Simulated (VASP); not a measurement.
```
CELL_PARAMETERS angstrom
      4.16733     0.00000     0.00000
      0.00000     4.16733     0.00000
      0.00000     0.00000     4.16733
ATOMIC_POSITIONS crystal
  Mg 0.00000 0.50000 0.50000
  Mg 0.50000 0.00000 0.50000
  Mg 0.50000 0.50000 0.00000
  Zn 0.00000 0.00000 0.00000
  O  0.50000 0.00000 0.00000
  O  0.00000 0.50000 0.00000
  O  0.00000 0.00000 0.50000
  O  0.50000 0.50000 0.50000
```

All values below come from LDA (Ceperley-Alder, Perdew-Zunger), VASP's LDA PAW potentials (set 64) (plane waves; VASP). Run with 520 eV cut-off, 5×5×5 Γ-centred mesh, Gaussian smearing of 0.010 eV, potentials Mg Zn O.

Question: Give the electronic dielectric tensor ε∞ (DFPT, local fields included).

Answer: 
```
3.61  0.00  0.00
0.00  3.61  0.00
0.00  0.00  3.61
```

Question: Give the Born effective charges.

Answer: 
| atom | Z*xx | Z*yy | Z*zz | mean |
|---|---|---|---|---|
| Mg1 | 1.95 | 1.98 | 1.98 | 1.97 |
| Mg2 | 1.98 | 1.95 | 1.98 | 1.97 |
| Mg3 | 1.98 | 1.98 | 1.95 | 1.97 |
| Zn4 | 2.31 | 2.31 | 2.31 | 2.31 |
| O5 | -2.47 | -1.91 | -1.91 | -2.10 |
| O6 | -1.91 | -2.47 | -1.91 | -2.10 |
| O7 | -1.91 | -1.91 | -2.47 | -2.10 |
| O8 | -1.94 | -1.94 | -1.94 | -1.94 |

Question: And the static tensor with the ions free?

Answer: 
```
11.7  0.00  0.00
0.00  11.7  0.00
0.00  0.00  11.7
```

Question: Which frequencies do the optical Γ-point modes have (no LO-TO splitting)?

Answer: 188 (×3), 274 (×3), 373 (×3), 413 (×3), 446 (×3), 448 (×3), 539 (×3) cm⁻¹.

The structure comes from a computed database's Mg3ZnO4 entry (Pm-3m); how it stands against other phases isn't given here. It was relaxed first, which changed the volume by -8 %.
